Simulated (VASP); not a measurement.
## NbAl (relaxed from the NiAs type structure, space group P6_3/mmc): computed properties

The numbers are results of PBE GGA, VASP's PBE PAW potentials (set 64) (plane waves; VASP), not measurements.

```json
{
  "space_group": "P6_3/mmc (194)",
  "cell": "a = b = 2.945 Å, c = 9.257 Å, α = β = 90.00°, γ = 120.00°",
  "volume_per_atom": "17.38 Å^3/atom",
  "band gap (over mesh and band path)": "none (metal, semimetal or under 0.01 eV)",
  "density": "5.73 g/cm³"
}
```

```
CELL_PARAMETERS angstrom
      2.94456     0.00000     0.00000
     -1.47228     2.55007     0.00000
      0.00000     0.00000     9.25662
ATOMIC_POSITIONS crystal
  Nb 0.00000 0.00000 0.00000
  Nb 0.00000 0.00000 0.50000
  Al 0.33333 0.66667 0.25000
  Al 0.66667 0.33333 0.75000
```

The structure was generated: NbAl was put into the NiAs type type (P6_3/mmc), which need not be its known phase. It was relaxed first, which changed the volume by -38 %. Symmetry was kept, so distortions that lower it aren't found.
